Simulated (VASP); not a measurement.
# A VASP study of BaZrO3 (r2SCAN): structure first, properties next

How well does r2SCAN reproduce what experiment finds for BaZrO3? The cell is relaxed first, and properties follow on it. The steps: relaxing cell and atoms (r2SCAN), second relaxation, single point with fields (r2SCAN), bands along the symmetry lines (r2SCAN), density of states (r2SCAN), zone-centre phonons (r2SCAN) and optical spectrum (r2SCAN). Left out of this account: at least 1 further run (optics: it repeats an earlier run and gave the same numbers). The start is a cell from a database of measured crystal structures.

Program: VASP 6.6.1. Level of theory: r2SCAN; plane waves and PAW (Ba_sv, Zr_sv, O). Results are calculated unless marked as measured.

Experimental background.

“EXAFS study of lead-free relaxor ferroelectric BaTi(1-x)Zr(x)O3 at the Zr K-edge” (2006, arxiv:cond-mat/0602127) reports for BaZrO3, cubic perovskite, by X-ray diffraction (solid-state synthesised powder, 300 K): lattice constant a (cubic cell parameter) 4.192 ± 0.001 Å.

For BaZrO3, cubic perovskite (polycrystalline, earlier work), “Lattice dynamics and Raman spectrum of BaZrO3 single crystals” (2019, arxiv:1907.02008) quotes earlier work: infrared mode (TO1 at Gamma, T1u) 116 cm⁻¹ [Literature IR value quoted for comparison; temperature and sample not stated in passage]; infrared mode (TO2 at Gamma, T1u) 214 cm⁻¹ [Literature IR value quoted for comparison; temperature and sample not stated in passage]; infrared mode (TO3 at Gamma, T1u) 520 cm⁻¹ [Literature IR value quoted for comparison; temperature and sample not stated in passage].

## (1) Set-up

Before any relaxation, the start is as follows. It takes space group Pm-3m (No. 221, cubic). The conventional cell has a = 4.191 Å, b = 4.191 Å, c = 4.191 Å, α = 90.00°, β = 90.00°, γ = 90.00°. Nearest to Ba lie 12 O at 2.96 Å. Nearest to Zr lie 6 O at 2.10 Å. O has 2 Zr at 2.10 Å and 4 Ba at 2.96 Å nearest. Farther neighbours and most contacts between anions are not listed.

As a file:

```xyz
5
Lattice="4.1913 0.0000 0.0000 0.0000 4.1913 0.0000 0.0000 0.0000 4.1913" Properties=species:S:1:pos:R:3 pbc="T T T"
Ba    0.0000    0.0000    0.0000
Zr    2.0957    2.0957    2.0957
O     0.0000    2.0957    2.0957
O     2.0957    0.0000    2.0957
O     2.0957    2.0957    0.0000
```

## (2) Relaxing cell and atoms (r2SCAN)

Properties are meant for the cell that this level of theory prefers, so cell and atoms are relaxed first (ISIF = 3) until forces and stress are small; EDIFFG sets the threshold. r2SCAN adds the kinetic-energy density, costs more than a GGA and is run with LASPH.

INCAR

```
SYSTEM = BaZrO3
PREC = Accurate
ENCUT = 520
EDIFF = 1E-06
NELM = 100
ISMEAR = 0
SIGMA = 0.05
LREAL = .FALSE.
ALGO = Normal
METAGGA = R2SCAN
LASPH = .TRUE.
NBANDS = 26
LORBIT = 11
LWAVE = .FALSE.
LCHARG = .FALSE.
KPAR = 4
IBRION = 2
NSW = 60
ISIF = 3
EDIFFG = -0.01
```

POSCAR

```
BaZrO3
1.0
    4.1913400000      0.0000000000      0.0000000000
    0.0000000000      4.1913400000      0.0000000000
    0.0000000000      0.0000000000      4.1913400000
Ba Zr O
1 1 3
Direct
    0.0000000000      0.0000000000      0.0000000000
    0.5000000000      0.5000000000      0.5000000000
    0.0000000000      0.5000000000      0.5000000000
    0.5000000000      0.0000000000      0.5000000000
    0.5000000000      0.5000000000      0.0000000000
```

KPOINTS

```
Automatic mesh
0
Gamma
6 6 6
0 0 0
```

The projector-augmented-wave data sets are Ba_sv, Zr_sv and O (PBE family, release 64).

Command:

```console
$ mpirun -np 4 vasp_std
```

Output:

```text
[banner, memory and clock lines left out]
running    4 mpi-ranks, on    1 nodes
 distrk:  each k-point on    1 cores,    4 groups
 distr:  one band on    1 cores,    1 groups

 POSCAR found type information on POSCAR BaZrO
 POSCAR found :  3 types and       5 ions
|                                                                             |
|               ----> ADVICE to this user running VASP <----                  |
|                                                                             |
|     You enforced a specific xc type in the INCAR file but a different       |
|     [... a line on the potential file left out ...]
|     I HOPE YOU KNOW WHAT YOU ARE DOING!                                     |
|                                                                             |

 LDA part: xc-table for (None), standard interpolation
 POSCAR, INCAR and KPOINTS ok, starting setup
 FFT: planning ... GRIDC
 FFT: planning ... GRID_SOFT
 FFT: planning ... GRID
 WAVECAR not read
 entering main loop
       N       E                     dE             d eps       ncg     rms          rms(c)
DAV:   1     0.277313446659E+03    0.27731E+03   -0.22788E+04  1040   0.156E+03
DAV:   2    -0.842788426388E+02   -0.36159E+03   -0.35327E+03  1292   0.382E+02
DAV:   3    -0.106544354507E+03   -0.22266E+02   -0.22206E+02  1730   0.894E+01
DAV:   4    -0.107187152782E+03   -0.64280E+00   -0.64142E+00  1446   0.119E+01
DAV:   5    -0.107200535879E+03   -0.13383E-01   -0.13381E-01  1534   0.135E+00    0.298E+01
DAV:   6    -0.846856535379E+02    0.22515E+02   -0.25077E+01  1352   0.378E+01    0.105E+01
DAV:   7    -0.850529424465E+02   -0.36729E+00   -0.20167E+00  1392   0.882E+00    0.553E+00
DAV:   8    -0.851645688739E+02   -0.11163E+00   -0.10192E+00  1138   0.649E+00    0.191E+00
DAV:   9    -0.850941403037E+02    0.70429E-01   -0.33210E-01  1166   0.318E+00    0.363E-01
DAV:  10    -0.850961296663E+02   -0.19894E-02   -0.11641E-02  1430   0.737E-01    0.225E-01
DAV:  11    -0.850968168574E+02   -0.68719E-03   -0.10572E-02  1202   0.588E-01    0.189E-01
DAV:  12    -0.850963978832E+02    0.41897E-03   -0.14995E-03  1150   0.233E-01    0.478E-02
DAV:  13    -0.850963713459E+02    0.26537E-04   -0.16236E-04  1366   0.696E-02    0.863E-03
DAV:  14    -0.850963722670E+02   -0.92109E-06   -0.84355E-06  1446   0.182E-02
   1 F= -.85096372E+02 E0= -.85096372E+02  d E =-.850964E+02
 curvature:   0.00 expect dE= 0.000E+00 dE for cont linesearch  0.000E+00
 trial: gam= 0.00000 g(F)=  0.000E+00 g(S)=  0.455E-01 ort = 0.000E+00 (trialstep = 0.100E+01)
 search vector abs. value=  0.455E-01
 bond charge predicted
       N       E                     dE             d eps       ncg     rms          rms(c)
DAV:   1    -0.853535320725E+02   -0.25716E+00   -0.93554E+00  1090   0.250E+01    0.532E+00
DAV:   2    -0.851412835254E+02    0.21225E+00   -0.10494E+00  1236   0.646E+00    0.207E+00
DAV:   3    -0.850933270298E+02    0.47956E-01   -0.10026E-01  1262   0.244E+00    0.529E-01
DAV:   4    -0.850894654186E+02    0.38616E-02   -0.46415E-02  1626   0.114E+00    0.409E-01
DAV:   5    -0.850904281943E+02   -0.96278E-03   -0.13116E-03  1334   0.253E-01    0.192E-01
DAV:   6    -0.850911670086E+02   -0.73881E-03   -0.22621E-03  1538   0.241E-01    0.278E-02
DAV:   7    -0.850911751072E+02   -0.80986E-05   -0.12523E-04  1248   0.776E-02    0.265E-02
DAV:   8    -0.850911732785E+02    0.18287E-05   -0.28702E-05  1308   0.346E-02    0.510E-03
DAV:   9    -0.850911734025E+02   -0.12395E-06   -0.17597E-06   798   0.939E-03
   2 F= -.85091173E+02 E0= -.85091173E+02  d E =0.519886E-02
 trial-energy change:    0.005199  1 .order    0.004430   -0.045513    0.054372
 step:   0.4442(harm=  0.4557)  dis= 0.00000  next Energy=   -85.106414 (dE=-0.100E-01)
 bond charge predicted
       N       E                     dE             d eps       ncg     rms          rms(c)
DAV:   1    -0.851905956836E+02   -0.99422E-01   -0.29046E+00  1092   0.139E+01    0.300E+00
DAV:   2    -0.851211025440E+02    0.69493E-01   -0.31212E-01  1164   0.358E+00    0.113E+00
DAV:   3    -0.851067023780E+02    0.14400E-01   -0.30860E-02  1410   0.138E+00    0.261E-01
DAV:   4    -0.851056946895E+02    0.10077E-02   -0.10338E-02  1720   0.559E-01    0.226E-01
DAV:   5    -0.851060685519E+02   -0.37386E-03   -0.44154E-04  1462   0.145E-01    0.828E-02
DAV:   6    -0.851062785160E+02   -0.20996E-03   -0.58882E-04  1498   0.116E-01    0.214E-02
DAV:   7    -0.851062903160E+02   -0.11800E-04   -0.14982E-05  1242   0.272E-02    0.106E-02
DAV:   8    -0.851062971691E+02   -0.68531E-05   -0.33232E-06  1112   0.118E-02    0.160E-03
DAV:   9    -0.851062970659E+02    0.10320E-06   -0.29808E-07   598   0.396E-03
   3 F= -.85106297E+02 E0= -.85106297E+02  d E =-.992480E-02
 curvature:  -0.23 expect dE=-0.674E-07 dE for cont linesearch -0.674E-07
 trial: gam= 0.00000 g(F)=  0.193E-64 g(S)=  0.296E-06 ort =-0.116E-03 (trialstep = 0.889E+00)
 search vector abs. value=  0.296E-06
 reached required accuracy - stopping structural energy minimisation
```

Wall time 35 s (4 MPI ranks of Intel Xeon 6975P-C (Granite Rapids), shared host); peak memory 0.83 GiB; 2.3 min of CPU time.

Lines that name or quote the potential files are left out of all logs, and their timing lines are given in words.

Parts of OUTCAR (step 2):

```text
ion  position               nearest neighbor table
   1  0.000  0.000  0.000-   3 2.96   4 2.96   5 2.96   3 2.96   4 2.96   3 2.96   5 2.96   3 2.96
                             4 2.96   5 2.96   4 2.96   5 2.96   2 3.63   2 3.63   2 3.63   2 3.63
   2  0.500  0.500  0.500-   3 2.10   4 2.10   5 2.10   5 2.10   4 2.10   3 2.10   1 3.63   1 3.63
                             1 3.63   1 3.63   1 3.63   1 3.63   1 3.63   1 3.63
   3  0.000  0.500  0.500-   2 2.10   2 2.10   1 2.96   1 2.96   1 2.96   1 2.96
   4  0.500  0.000  0.500-   2 2.10   2 2.10   1 2.96   1 2.96   1 2.96   1 2.96
   5  0.500  0.500  0.000-   2 2.10   2 2.10   1 2.96   1 2.96   1 2.96   1 2.96

  LATTYP: Found a simple cubic cell.
 ALAT       =     4.1913400000

 Subroutine GETGRP returns: Found 48 space group operations
 (whereof 48 operations were pure point group operations)

The static configuration has the point symmetry O_h .

 Found     20 irreducible k-points:

   k-points           NKPTS =     20   k-points in BZ     NKDIM =     20   number of bands    NBANDS=     26

   dimension x,y,z NGX =    32 NGY =   32 NGZ =   32
   dimension x,y,z NGXF=    64 NGYF=   64 NGZF=   64

   ENCUT  =  520.0 eV  38.22 Ry    6.18 a.u.   7.79  7.79  7.79*2*pi/ulx,y,z

   NELECT =      40.0000    total number of electrons

 k-points in reciprocal lattice and weights: Automatic mesh
   0.00000000  0.00000000  0.00000000       0.005
   0.16666667  0.00000000  0.00000000       0.028
   0.33333333  0.00000000  0.00000000       0.028
   0.50000000  0.00000000  0.00000000       0.014
   0.16666667  0.16666667  0.00000000       0.056
   0.33333333  0.16666667  0.00000000       0.111
   0.50000000  0.16666667  0.00000000       0.056
   0.33333333  0.33333333  0.00000000       0.056
   0.50000000  0.33333333  0.00000000       0.056
[...]
0.50000000  0.50000000  0.33333333       0.028
   0.50000000  0.50000000  0.50000000       0.005

 average (electrostatic) potential at core
       1 -38.9311       2 -83.7514       3 -73.0780       4 -73.0780       5 -73.0780

 E-fermi :   3.6381

 k-point     1 :       0.0000    0.0000    0.0000
  band No.  band energies     occupation
    ...
     16       2.3814      2.00000
     17       2.3814      2.00000
     18       3.1100      2.00000
     19       3.1100      2.00000
     20       3.1100      2.00000
     21       7.0345      0.00000
     22       7.0345      0.00000
     23       7.0345      0.00000
     24       8.5168      0.00000
     25       8.5168      0.00000
    ...

 k-point     2 :       0.1667    0.0000    0.0000
  band No.  band energies     occupation
    ...
     16       2.1535      2.00000
     17       2.1972      2.00000
     18       2.4923      2.00000
     19       3.0222      2.00000
     20       3.0222      2.00000
     21       7.1276      0.00000
     22       7.6185      0.00000
     23       7.6185      0.00000
     24       8.9395      0.00000
     25       8.9703      0.00000
    ...

 k-point     3 :       0.3333    0.0000    0.0000
  band No.  band energies     occupation
    ...
     16       1.7986      2.00000
     17       1.8321      2.00000
     18       1.8726      2.00000
     19       2.9068      2.00000
     20       2.9068      2.00000
     21       7.3382      0.00000
     22       8.8078      0.00000
     23       8.8078      0.00000
     24       9.8084      0.00000
     25       9.9914      0.00000
    ...

  Total       -0.0031986     -0.0031986     -0.0031986      0.0000000     -0.0000000     -0.0000000
  in kB       -0.0684896     -0.0684896     -0.0684896      0.0000000     -0.0000000     -0.0000000
  external PRESSURE =      -0.0684896 kB  Pullay stress =       0.0000000 kB

  energy-cutoff  :      520.00
  volume of cell :       74.82
      direct lattice vectors                 reciprocal lattice vectors
     4.213867413  0.000000000  0.000000000     0.237311691  0.000000000 -0.000000000
    -0.000000000  4.213867413 -0.000000000    -0.000000000  0.237311691  0.000000000
     0.000000000 -0.000000000  4.213867413    -0.000000000  0.000000000  0.237311691

 POSITION                                       TOTAL-FORCE (eV/Angst)
 -----------------------------------------------------------------------------------
      0.00000      0.00000      0.00000        -0.000000      0.000000      0.000000
      2.10693      2.10693      2.10693         0.000000     -0.000000      0.000000
     -0.00000      2.10693      2.10693         0.000000     -0.000000      0.000000
      2.10693     -0.00000      2.10693        -0.000000     -0.000000      0.000000
      2.10693      2.10693      0.00000        -0.000000      0.000000      0.000000
 -----------------------------------------------------------------------------------
    total drift:                                0.000000     -0.000000     -0.000000

  FREE ENERGIE OF THE ION-ELECTRON SYSTEM (eV)
  ---------------------------------------------------
  free  energy   TOTEN  =       -85.1062970659 eV

  energy  without entropy=      -85.1062970659  energy(sigma->0) =      -85.10629707

 reached required accuracy - stopping structural energy minimisation

 total charge
# of ion       s       p       d       tot
------------------------------------------
    1        2.010   5.646   0.240   7.897
    2        2.188   6.080   1.340   9.607
    3        1.565   3.509   0.000   5.073
    4        1.565   3.509   0.000   5.073
    5        1.565   3.509   0.000   5.073
--------------------------------------------------
tot          8.892  22.252   1.580  32.724

[... 3 further parts left out ...]
```

CONTCAR:

```
BaZrO3
   1.00000000000000
     4.2138674131628813    0.0000000000000000    0.0000000000000000
    -0.0000000000000000    4.2138674131628813   -0.0000000000000000
     0.0000000000000000   -0.0000000000000000    4.2138674131628813
  Ba              Zr              O
     1     1     3
Direct
     0.0000000000000000    0.0000000000000000    0.0000000000000000
     0.5000000000000000    0.5000000000000000    0.5000000000000000
     0.0000000000000000    0.5000000000000000    0.5000000000000000
     0.5000000000000000    0.0000000000000000    0.5000000000000000
     0.5000000000000000    0.5000000000000000    0.0000000000000000
```

The gap is read on the k-mesh alone, so it is an upper bound where the band edges lie off the mesh, and a coarse mesh can show a gap where there is none. Harder data sets than Ba_sv exist (the GW ones), and pressures, volumes and forces can shift noticeably with them. The PAW data sets were made with PBE, which is usual practice but a small mismatch for other functionals. The run keeps the 48 symmetry operations of its start, so it cannot find a distortion of lower symmetry.

Relaxation path:

```tsv
step	energy less that of the first step (eV)	largest force (eV/Å)	pressure (GPa)	volume (Å³)
1	0.0000	0.0000	2.73	73.63
2	0.0052	0.0000	-3.14	76.34
3	-0.0099	0.0000	-0.01	74.82
```

```tsv
conventional cell, symmetrised	before	after	change
a (Å)	4.191	4.214	+0.5 %
b (Å)	4.191	4.214	+0.5 %
c (Å)	4.191	4.214	+0.5 %
volume (Å³/atom)	14.73	14.96	+1.6 %
```

The relaxed structure:

```
Ba Zr O
1.0
     4.21387    0.00000    0.00000
     0.00000    4.21387    0.00000
     0.00000    0.00000    4.21387
Ba Zr O
1 1 3
Direct
  0.00000 0.00000 0.00000
  0.50000 0.50000 0.50000
  0.00000 0.50000 0.50000
  0.50000 0.00000 0.50000
  0.50000 0.50000 0.00000
```

This step gave:

```yaml
electrons: 40
bands: 26
irreducible_k_points: 20
symmetry_operations: 48
free_energy_toten: -85.1063 eV
fermi_energy: 3.638 eV
pressure: -0.006849 GPa
metallic_judged_on_the_points_sampled: no
valence_top_at_k: 0.5, 0.5, 0.5
conduction_bottom_at_k: 0, 0, 0
least_direct_gap_at_k: 0, 0, 0
scf_cycles_over_all_ionic_steps: 32
gap_on_the_k_mesh: 3.663 eV
least_direct_gap_on_the_k_mesh: 3.925 eV
```

It ends with forces that vanish by symmetry and a pressure of -0.01 GPa. The volume lies +1.6 % from that of the database's start.

(Continued in part 2 of 5.)

[Lines on the potential files, build, host, timing and source positions are cut from VASP's logs without a mark.]

[Logs are printed without paths, hosts, clocks, repeated set-up lines and the standing remarks that a program may print on its own settings, such as how far it seeks lower states.]

[Hosts, paths, dates, database ids (printed as entryN), source tags and the programs' standing remarks are cut or masked in the printed files.]

[A measured line is paired with the nearest computed mode of its activity, which favours agreement.]

[In band tables of VASP the shares of atoms and orbitals are scaled to a sum of 1 inside the atoms' spheres.]
